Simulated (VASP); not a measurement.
Write the native input for VASP 6.6.1 that does the following.

| Item | Value |
| --- | --- |
| Task | relaxation of cell and atoms |
| Functional | PBEsol |
| Potentials or basis | VASP PAW PBE potentials, release 64 (Ga_d, Sb, P) |
| Cutoff | 600 eV |
| k mesh | 6 × 6 × 5 |
| Occupations | gaussian, width 0.03 eV |
| Spin | no spin polarisation |
| Further INCAR settings | ALGO = Normal; EDIFF = 1e-07; IBRION = 2; EDIFFG = -0.005; NSW = 90; ISIF = 3 |

The structure of Ga8Sb3P5 lies in POSCAR:

```
Ga8Sb3P5                                
1.0
   -0.0113982741      5.7037109250      5.7037109250
    5.6923126510      0.0000000000      5.6923126510
    5.6923126510      5.6923126510      0.0000000000
  Ga              Sb              P             
     8     3     5
Direct
     0.9734809256501954    0.0088396914499349    0.0088396914499349
     0.9855460164699865    0.9851078123390135    0.5146730855955003
     0.9855460164699865    0.5146730855955003    0.9851078123390135
     0.9855460164699865    0.5146730855955003    0.5146730855955003
     0.5203444064497353    0.9922358143520457    0.9922358143520457
     0.5203444064497353    0.9922358143520457    0.4951839648461732
     0.5203444064497353    0.4951839648461732    0.9922358143520457
     0.5039290771702432    0.4986903076099189    0.4986903076099189
     0.1259288488758658    0.1248518541420698    0.1248518541420698
     0.1259288488758658    0.1248518541420698    0.6243674428399949
     0.1259288488758658    0.6243674428399949    0.1248518541420698
     0.1253054236239419    0.6248981921253528    0.6248981921253528
     0.6214067296094806    0.1261977567968398    0.1261977567968398
     0.6268066761864588    0.1229507169346460    0.6251213034394477
     0.6268066761864588    0.6251213034394477    0.1229507169346460
     0.6268066761864588    0.6251213034394477    0.6251213034394477
```

The cell was built by a generator and needn't be a form met in nature.

The input as run:

INCAR

```
PREC = Accurate
ENCUT = 600
EDIFF = 1E-7
ISMEAR = 0
SIGMA = 0.03
LREAL = False
LASPH = True
NELM = 80
ALGO = Normal
ISIF = 3
LWAVE = False
LCHARG = False
GGA = PS
IBRION = 2
NSW = 90
EDIFFG = -0.005
KPAR = 4
```

KPOINTS

```
Automatic mesh
0
Gamma
  6 6 5
```

Potentials or basis: VASP PAW PBE potentials, release 64 (Ga_d, Sb, P).

Run with:

```sh
$ cat potpaw_PBE.64/Ga_d/POTCAR potpaw_PBE.64/Sb/POTCAR potpaw_PBE.64/P/POTCAR > POTCAR
$ mpirun -np 4 vasp_std > vasp.out
```

It gave:

The pressure after relaxing is 0.0 GPa. The largest force after relaxing is 0.004 eV/Å and the band gap on the k mesh is none (metal or under the smearing width).

Caveat: the relaxation stopped at its first step, so nothing moved; the PAW data sets were made with another functional, which shifts forces and pressure a little.

It took 13 min on 4 MPI ranks on Intel(R) Xeon(R) 6975P-C (Granite Rapids), on a shared host, peak memory 2.4 GiB a rank.
